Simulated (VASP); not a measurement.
## Band edges against the vacuum: InAs(110)

Where do the bulk band edges lie against the vacuum outside InAs(110)?

Method: r2SCAN; plane waves and PAW (In, As), in VASP 6.6.1.

Most raw output is cut from this account.

### 1. The starting structure

Symmetry: F-43m, No. 216, cubic system. The conventional cell has a = 6.060 Å, b = 6.060 Å, c = 6.060 Å, α = 90.00°, β = 90.00°, γ = 90.00°. Nearest to In lie 4 As at 2.62 Å. Nearest to As lie 4 In at 2.62 Å. Farther neighbours are not listed.

### 2. Relaxing the bulk crystal

The later steps need the crystal at this functional's own lattice; a raised cutoff keeps the stress reliable while the cell changes.

File INCAR:

```
SYSTEM = InAs
PREC = Accurate
ENCUT = 350
EDIFF = 1E-06
NELM = 120
ISMEAR = 0
SIGMA = 0.03
LREAL = .FALSE.
ALGO = Normal
METAGGA = R2SCAN
LASPH = .TRUE.
NBANDS = 10
LORBIT = 11
LWAVE = .FALSE.
LCHARG = .FALSE.
KPAR = 4
IBRION = 2
NSW = 40
ISIF = 3
EDIFFG = -0.02
POTIM = 0.4
```

File POSCAR:

```
InAs
1.0
    0.0000000000      3.0300000000      3.0300000000
    3.0300000000      0.0000000000      3.0300000000
    3.0300000000      3.0300000000      0.0000000000
In As
1 1
Direct
    0.0000000000      0.0000000000      0.0000000000
    0.2500000000      0.2500000000      0.2500000000
```

File KPOINTS:

```
Automatic mesh
0
Gamma
5 5 5
0 0 0
```

Potentials, in the order of the species: In and As (PBE family, release 64).

Run with:

```sh
$ mpirun -np 4 vasp_std
```

The job ended after 40 s (4 MPI ranks of Intel Xeon Platinum 8488C (Sapphire Rapids), shared host; peak memory 0.61 GiB).

The PAW data sets were made with PBE, which is usual practice but a small mismatch for other functionals. The data set In keeps the semicore shell frozen, which is cheaper and a little less accurate. The run keeps the 24 symmetry operations of its start, so it cannot find a distortion of lower symmetry.

Relaxation path:

```csv
step,energy less that of the first step (eV),largest force (eV/Å),pressure (GPa),volume (Å³)
1,0.0000,0.0000,2.22,55.64
2,-0.0124,0.0000,-0.37,58.16
3,-0.0130,0.0000,-0.01,57.68
```

```csv
"conventional cell, symmetrised",before,after,change
a (Å),6.060,6.133,+1.2 %
b (Å),6.060,6.133,+1.2 %
c (Å),6.060,6.133,+1.2 %
volume (Å³/atom),27.82,28.84,+3.7 %
```

Final coordinates:

```
In As
1.0
     0.00000    3.06663    3.06663
     3.06663    0.00000    3.06663
     3.06663    3.06663    0.00000
In As
1 1
Direct
  0.00000 0.00000 0.00000
  0.25000 0.25000 0.25000
```

Numbers from this step:

* electronic cycles: 26
* electrons: 8
* free energy (TOTEN): -37.99 eV
* energy at zero smearing: -37.99 eV
* Fermi energy: 2.741 eV

The run ended after 3 ionic steps, 0.013 eV below its first step, once forces and stress met EDIFFG = -0.02.

### 3. Band edges of the bulk

A static bulk run at the slab's cutoff gives the band edges and the core potentials that tie them to the slab.

File INCAR:

```
SYSTEM = InAs
PREC = Normal
ENCUT = 320
EDIFF = 1E-06
NELM = 120
ISMEAR = 0
SIGMA = 0.03
LREAL = .FALSE.
ALGO = Normal
METAGGA = R2SCAN
LASPH = .TRUE.
NBANDS = 10
LORBIT = 11
LWAVE = .FALSE.
LCHARG = .FALSE.
KPAR = 4
```

File POSCAR:

```
InAs
1.0
    0.0000000000      3.0666305776      3.0666305776
    3.0666305776      0.0000000000      3.0666305776
    3.0666305776      3.0666305776      0.0000000000
In As
1 1
Direct
    0.0000000000      0.0000000000      0.0000000000
    0.2500000000      0.2500000000      0.2500000000
```

File KPOINTS:

```
Automatic mesh
0
Gamma
12 12 12
0 0 0
```

Run with:

```sh
$ mpirun -np 4 vasp_std
```

It took 19 s on 4 MPI ranks; peak memory 0.54 GiB.

The gap is read on the k-mesh alone, so it is an upper bound where the band edges lie off the mesh. The gap is under twice the smearing width, so the edge states are partly filled and the run can't tell a small gap from a semimetal.

This step gave:

| Property | Result |
| --- | --- |
| electronic cycles | 13 |
| free energy (TOTEN) | -38.03 eV |
| Fermi energy | 2.727 eV |
| metallic | no |
| gap on the k-mesh | 0.03900 eV |
| least direct gap on the k-mesh | 0.03900 eV |

### 4. Surface relaxation

System of this step: InAs(110). The cell holds 18 atoms: 9 In and 9 As. Cell: a = 4.337 Å, b = 6.133 Å, c = 33.347 Å, α = 90.0°, β = 90.0°, γ = 90.0°. It derives from InAs. 9 layers, cut at this functional's lattice. Vacuum lies along c.

All atoms relax at the fixed cell.

File INCAR:

```
SYSTEM = InAs
PREC = Normal
ENCUT = 320
EDIFF = 1E-05
NELM = 120
ISMEAR = 0
SIGMA = 0.03
LREAL = Auto
ALGO = Normal
METAGGA = R2SCAN
LASPH = .TRUE.
NBANDS = 54
LORBIT = 11
LWAVE = .FALSE.
LCHARG = .FALSE.
KPAR = 2
NCORE = 2
IBRION = 2
NSW = 60
ISIF = 2
EDIFFG = -0.03
POTIM = 0.4
MAXMIX = 40
IDIPOL = 3
LDIPOL = .TRUE.
DIPOL = 0.5 0.5 0.5
```

File POSCAR:

```
InAs
1.0
    4.3368705536      0.0000000000      0.0000000000
    0.0000000000      6.1332611552      0.0000000000
    0.0000000000      0.0000000000     33.3474822145
In As
9 9
Direct
    0.0000000000      0.0000000000      0.2398981700
    0.5000000000      0.5000000000      0.3049236300
    0.0000000000      0.0000000000      0.3699490900
    0.5000000000      0.5000000000      0.4349745400
    0.0000000000      0.0000000000      0.5000000000
    0.5000000000      0.5000000000      0.5650254600
    0.0000000000      0.0000000000      0.6300509100
    0.5000000000      0.5000000000      0.6950763700
    0.0000000000      0.0000000000      0.7601018300
    0.0000000000      0.7500000000      0.3049236300
    0.5000000000      0.2500000000      0.2398981700
    0.0000000000      0.7500000000      0.4349745400
    0.5000000000      0.2500000000      0.3699490900
    0.0000000000      0.7500000000      0.5650254600
    0.5000000000      0.2500000000      0.5000000000
    0.0000000000      0.7500000000      0.6950763700
    0.5000000000      0.2500000000      0.6300509100
    0.5000000000      0.2500000000      0.7601018300
```

File KPOINTS:

```
Automatic mesh
0
Gamma
6 4 1
0 0 0
```

Run with:

```sh
$ mpirun -np 4 vasp_std
```

Run time: 41 min. Hardware: 4 MPI ranks; peak memory 1.1 GiB.

The steps of the relaxation:

```csv
step,energy less that of the first step (eV),largest force (eV/Å)
1,0.0000,1.5110
2,-0.2994,1.2822
3,-0.7385,0.8528
4,-0.7504,0.9299
5,-1.0504,0.6867
6,-1.2273,0.4697
7,-1.2840,0.1954
8,-1.2844,0.2196
9,-1.3006,0.1567
10,-1.3056,0.1296
11,-1.3159,0.0872
12,-1.3187,0.1432
13,-1.3250,0.0634
14,-1.3252,0.0720
15,-1.3279,0.0490
16,-1.3280,0.0509
17,-1.3298,0.0353
18,-1.3299,0.0569
19,-1.3310,0.0355
20,-1.3311,0.0471
```

The atoms that moved most (Å):

```csv
atom,dx,dy,dz,length
In1,0.000,0.353,0.478,0.594
In9,0.000,0.353,-0.478,0.594
As18,0.000,0.105,0.277,0.296
As11,0.000,0.105,-0.277,0.296
In2,0.000,-0.099,-0.130,0.164
In8,0.000,-0.099,0.130,0.164
As16,0.000,-0.096,-0.026,0.100
As10,0.000,-0.096,0.026,0.100
```

The relaxed structure:

```
In As
1.0
     4.33687    0.00000    0.00000
     0.00000    6.13326    0.00000
     0.00000    0.00000   33.34748
In As
9 9
Cartesian
  0.0000 0.3534 8.4777
  2.1684 2.9672 10.0382
  0.0000 -0.0606 12.3628
  2.1684 3.0040 14.4776
  0.0000 -0.0379 16.6737
  2.1684 3.0040 18.8699
  0.0000 -0.0606 20.9847
  2.1684 2.9672 23.3093
  0.0000 0.3534 24.8698
  0.0000 4.5038 10.1947
  2.1684 1.6387 7.7230
  0.0000 4.5403 14.5195
  2.1684 1.4908 12.2844
  0.0000 4.5403 18.8280
  2.1684 1.4955 16.6737
  0.0000 4.5038 23.1528
  2.1684 1.4908 21.0631
  2.1684 1.6387 25.6245
```

The stop cut the electronic loop of the last step short, so that step is set aside; the step before it may be unsound too where the loop had begun to diverge.

The run met its time limit with a largest force of 0.05 eV/Å at its last finished step, short of the threshold. The session accepts it under a looser, picked bar, without proof that a minimum is near.

### 5. Vacuum level and density of states

A static run writes the electrostatic potential without exchange and correlation (LVHAR), which is flat in the vacuum and gives the level to count from. The dipole correction cancels the field that unlike faces would set up across the vacuum.

File INCAR:

```
SYSTEM = InAs
PREC = Normal
ENCUT = 320
EDIFF = 1E-06
NELM = 120
ISMEAR = 0
SIGMA = 0.03
LREAL = Auto
ALGO = Normal
METAGGA = R2SCAN
LASPH = .TRUE.
NBANDS = 54
LORBIT = 11
LWAVE = .FALSE.
LCHARG = .TRUE.
KPAR = 2
IDIPOL = 3
LDIPOL = .TRUE.
DIPOL = 0.5 0.5 0.5
LVHAR = .TRUE.
LVACPOTAV = .TRUE.
NEDOS = 1500
```

File POSCAR:

```
InAs
1.0
    4.3368705536      0.0000000000      0.0000000000
    0.0000000000      6.1332611552      0.0000000000
    0.0000000000      0.0000000000     33.3474822145
In As
9 9
Direct
    0.0000000000      0.0576207459      0.2542217620
    0.5000000000      0.4837825547      0.3010170385
    0.0000000000      0.9901221464      0.3707262739
    0.5000000000      0.4897904805      0.4341429144
    0.0000000000      0.9938211016      0.5000000000
    0.5000000000      0.4897904805      0.5658570856
    0.0000000000      0.9901221464      0.6292737261
    0.5000000000      0.4837825547      0.6989829615
    0.0000000000      0.0576207459      0.7457782380
    0.0000000000      0.7343289860      0.3057112134
    0.5000000000      0.2671845301      0.2315906502
    0.0000000000      0.7402770131      0.4354005997
    0.5000000000      0.2430643639      0.3683747944
    0.0000000000      0.7402770131      0.5645994003
    0.5000000000      0.2438372574      0.5000000000
    0.0000000000      0.7343289860      0.6942887866
    0.5000000000      0.2430643639      0.6316252056
    0.5000000000      0.2671845301      0.7684093498
```

KPOINTS is that of step 4.

File KPOINTS_OPT:

```
Line mode
14
Line-mode
Reciprocal
  0.00000000   0.00000000   0.00000000 GAMMA
  0.50000000   0.00000000   0.00000000 X

  0.50000000   0.00000000   0.00000000 X
  0.50000000   0.50000000   0.00000000 S

  0.50000000   0.50000000   0.00000000 S
  0.00000000   0.50000000   0.00000000 Y

  0.00000000   0.50000000   0.00000000 Y
  0.00000000   0.00000000   0.00000000 GAMMA

  0.00000000   0.00000000   0.00000000 GAMMA
  0.50000000   0.50000000   0.00000000 S
```

Run with:

```sh
$ mpirun -np 4 vasp_std
```

Wall time 16 min (4 MPI ranks); peak memory 1.3 GiB.

This step gave:

| Item | Value |
| --- | --- |
| electronic cycles | 26 |
| electrons | 72 |
| free energy (TOTEN) | -340.3611 eV |
| Fermi energy | -0.397 eV |
| least gap on mesh and path | 0.6262 eV |
| least direct gap on mesh and path | 0.6262 eV |
| dipole moment | 0, 0, 0 e·Å |
| vacuum levels | 4.566, 4.566 eV |
| ionisation potentials of the upper and lower face | 5.097, 5.097 eV |
| electron affinities of the upper and lower face | 4.471, 4.471 eV |

The electronic bands at the labelled points (eV, zero at the valence-band top; v1 is the highest filled band, c1 the lowest empty one):

```csv
point,v4,v3,v2,v1,c1,c2,c3,c4
Γ,-0.24,-0.19,-0.08,0.00,0.63,1.38,1.86,1.98
0.54 of the way,-1.16,-1.00,-0.78,-0.45,1.97,2.11,2.26,2.54
X,-1.43,-1.18,-1.00,-0.85,1.33,1.39,2.25,2.26
0.54 of the way,-1.21,-1.16,-0.88,-0.79,1.63,1.73,2.27,2.34
S,-1.13,-1.02,-0.75,-0.71,1.23,1.69,1.72,2.61
0.46 of the way,-0.96,-0.93,-0.69,-0.67,2.15,2.29,2.31,2.59
Y,-0.88,-0.86,-0.75,-0.74,1.32,1.42,1.63,1.77
0.46 of the way,-0.52,-0.51,-0.45,-0.44,1.53,1.57,1.78,1.78
Γ,-0.24,-0.19,-0.08,0.00,0.63,1.38,1.86,1.98
0.54 of the way,-0.96,-0.84,-0.61,-0.53,1.72,2.12,2.27,2.46
S,-1.13,-1.02,-0.75,-0.71,1.23,1.69,1.72,2.61
```

Of the projections kept (In, As), the largest for each band there; the rest of the weight can lie on other orbitals:

```csv
point,v4,v3,v2,v1,c1,c2,c3,c4
Γ,As 0.67,As 0.62,As 0.64,As 0.66,In 0.51,As 0.53,In 0.57,In 0.70
X,As 0.54,As 0.54,As 0.61,As 0.61,In 0.85,In 0.86,In 0.78,In 0.68
S,As 0.54,As 0.56,As 0.61,As 0.64,In 0.75,In 0.62,In 0.71,In 0.56
Y,As 0.54,As 0.54,As 0.59,As 0.59,In 0.71,In 0.66,In 0.73,In 0.58
Γ,As 0.67,As 0.62,As 0.64,As 0.66,In 0.51,As 0.53,In 0.57,In 0.70
S,As 0.54,As 0.56,As 0.61,As 0.64,In 0.75,In 0.62,In 0.71,In 0.56
```

The planar average of the electrostatic potential oscillates, so the rows of the table below give means over windows of 2.22 Å about each position, cut where the curve ends. Its maxima inside the range that stand out by 2 % of the span (Å: eV): 8.9: -1.76, 11.2: 1.09, 13.4: 0.551, 15.6: 0.746, 17.8: 0.746, 19.9: 0.551, 22.1: 1.09, 24.5: -1.76. Its minima: 8.1: -4.41, 10.0: -5.97, 12.3: -5.58, 14.5: -5.64, 16.7: -5.61, 18.9: -5.64, 21.0: -5.58, 23.3: -5.97, 25.2: -4.41.

Zero at the Fermi level. Table of planar average of the electrostatic potential by height; means over each step:

```csv
height (Å),planar average of the electrostatic potential (eV)
1.11,4.96
3.33,4.96
5.55,4.79
7.77,-1.46
9.99,-3.52
12.21,-2.64
14.43,-2.76
16.65,-2.71
18.87,-2.75
21.09,-2.65
23.31,-3.47
25.53,-1.58
27.75,4.76
29.97,4.96
32.19,4.96
```

Density of states in the PAW spheres, an atom over height of the layer and energy from the Fermi level.

Ten even steps from '_' (0.00 states/eV) to '@' (1.18 states/eV), each cell a mean:
```
________________________________
________________________________
....__....__......____....__....
++--..----..::..::::..----..--++
**----============--======----**
++--++--==========--====--++--++
--==++==++==++++++++==++==++==--
::::==--==++========++==--==::::
..::------====----====------::..
....::::::::----::--::::::::....
________________________________
__....____________________....__
__::....__......__....__....::__
..--::..__::........::__..::--..
..++==....--::....::--....==++..
::##@@----@@****--@@@@----@@##::
____..____--::::..----____..____
________________________________
________________________________
________________________________
________________________________
________________________________
```
Columns: height of the layer (Å) from 7.7 to 25.6 (not evenly spaced); rows upwards: energy from the Fermi level (eV) from -7.9 to 0.5.

Electrostatic potential energy in the cb plane at fractional x = 0.000, with atoms of In and As within 0.2 Å of it. With pseudopotentials it is smooth inside the atoms' cores, unlike the true potential.

Ten even steps from '0' (-36 eV) to '9' (5 eV), each cell a mean:
```
99999999999999999999742124788885200036888885
99999999999999999999875557765786421247755686
99999999999999999999998888400158755577300158
99999999999999999999999997114028888886014038
99999999999999999999999997113028999997012038
99999999999999999999999998400168999998410268
99999999999999999999999999865789999999866789
99999999999999999999999999998999999999999999
99999999999999999999999999999999999999999999
99999999999999999999999999999999999999999999
99999999999999999999999999999999999999999999
99999999999999999999998778999999999999999999
99999999999999999999864346899999888899999999
99999999999999999999741113689998644578999998
99999999999999999998620002589986311247999986
99999999999999999998630002589985200036999984
```
Columns run along c (16.0 Å, from fractional 0.00 to 0.48 of the cell; values clipped at the 3rd and 97th percentile), rows up along b (6.1 Å). Atoms in or near the plane, at fractional coordinates: In at (0.25, 0.06), In at (0.37, 0.99), As at (0.31, 0.73), As at (0.44, 0.74).

Valence density in the cb plane at fractional x = 0.000, with atoms of In and As within 0.2 Å of it. It is the smooth field of the valence electrons, not physical close to the nuclei.

Ten even steps from '0' (-0.10 e/Å³) to '9' (0.61 e/Å³), each cell a mean:
```
11111111111111111111223234544444311234444444
11111111111111111111122345788765422346788765
11111111111111111111112346998986433357987996
11111111111111111111111247940696432347920696
11111111111111111111111236840685322236941785
11111111111111111111111124788874211224788863
11111111111111111111111123577642211123567642
11111111111111111111111112334322111112333322
11111111111111111111111111222221111111222211
11111111111111111111111111111111111111111111
11111111111111111111122221111111111111111111
11111111111111111111222222211111222211111111
11111111111111111112233332211112222221111112
11111111111111111112232223221122333322111122
11111111111111111112232112322223322332211223
11111111111111111112232113332233311233222233
```
Columns run along c (16.0 Å, from fractional 0.00 to 0.48 of the cell), rows up along b (6.1 Å). Atoms in or near the plane, at fractional coordinates: In at (0.25, 0.06), In at (0.37, 0.99), As at (0.31, 0.73), As at (0.44, 0.74).

The map of layer states is cut here 0.5 eV above the Fermi level, so it leaves out the states above that.

The vacuum level lies 5.10 eV above the highest filled level at the upper face; both faces agree, as the slab has next to no dipole.

The program found no field-free point at its default tolerance, but its printed level agrees with the flat part of the planar average.

### 6. Lining up bulk and slab

This step: band edges against the vacuum, r2SCAN; plane waves and PAW (VASP 6.6.1).

This step runs nothing: it gathers the runs above.

This step gave:

* ionisation energy: 5.088 eV
* offset spread: 0.006500 eV
* bulk gap: 0.03900 eV
* slab gap: 0.6262 eV
* electron affinity: 5.049 eV
* buckling: 0.7547 Å
* tilt: 30.42 degree
* surface energy, relaxed: 0.5810 J/m²

The averaged core potentials of the four middle atoms lie -3.221 eV from those of the bulk run. The bulk valence top (2.699 eV), moved by that offset, is taken from the upper vacuum level (4.566 eV).

### 7. Summary of results

* ionisation energy: 5.09 eV
* electron affinity: 5.05 eV
* buckling: 0.755 Å
* surface energy, relaxed: 0.581 J/m²

In words: The bulk valence-band top lies 5.09 eV below the vacuum of InAs(110), and the conduction-band bottom 5.05 eV. The top layer buckles by 0.75 Å, a tilt of 30°, with As outermost, as the anion takes the dangling-bond electrons and the cation flattens towards sp². The surface costs 0.58 J/m². The bulk gap is nearly closed at this level, so the band order at the edges, and the affinity with it, are doubtful. The offsets of the four middle atoms spread by 0.01 eV; a shift common to all four would not show in it. One thickness was run. Semilocal band edges put the valence top too high and the gap too small. Spin-orbit coupling, left out here, would raise the valence top further. A relaxation stopped short of its threshold, at a residual force of 0.05 eV/Å, so the energy of that state, where it is used, is an upper bound.

[Lines on the potential files, build, host, timing and source positions are cut from VASP's logs without a mark.]

[Logs are printed without paths, hosts, clocks, repeated set-up lines and the standing remarks that a program may print on its own settings, such as how far it seeks lower states.]

[Hosts, paths, dates, database ids (printed as entryN), source tags and the programs' standing remarks are cut or masked in the printed files.]

[Runs that stopped without an error message from VASP are left out.]
